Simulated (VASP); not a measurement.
Method: PBE GGA, VASP's PBE PAW potentials (set 64) (plane waves; VASP).

A VASP calculation is set up with these files.

POSCAR:
```
PtS2
1.0
  1.8054000000  -3.1270450000   0.0000000000
  1.8054000000   3.1270450000   0.0000000000
  0.0000000000   0.0000000000   5.1408000000
Pt S
1 2
Cart
  0.0000000000   0.0000000000   0.0000000000
  1.8054000000   1.0423504180   1.1823840000
  1.8054000000  -1.0423504180   3.9584160000
```

### INCAR
```
SYSTEM = PtS2
PREC = Accurate
ENCUT = 300
EDIFF = 1E-6
NELM = 100
ALGO = Normal
LREAL = .FALSE.
LASPH = .TRUE.
ISMEAR = 0
SIGMA = 0.05
GGA = PE
LMAXMIX = 6
LWAVE = .FALSE.
LCHARG = .FALSE.
ISIF = 2
```

### KPOINTS
```
Automatic mesh
0
Gamma
6 6 4
0 0 0
```

POTCAR, in this order: Pt S (PBE.64 set). Program: vasp_std.

What will the output report for the number of irreducible k-points (NKPTS), number of bands (NBANDS), largest plane-wave count, number of space-group operations, FFT grid (NGX, NGY, NGZ)?

```
Item                                           Value
--------------------------------------  ------------
number of irreducible k-points (NKPTS)            24
number of bands (NBANDS)                          15
largest plane-wave count                         699
number of space-group operations                  12
FFT grid (NGX, NGY, NGZ)                20 × 20 × 30
```

The compound is PtS2 in the 1T layered structure. The cell was not relaxed at this level. The run is one of a series of settings (ENCUT = 300 against the base run), some of them coarse on purpose.
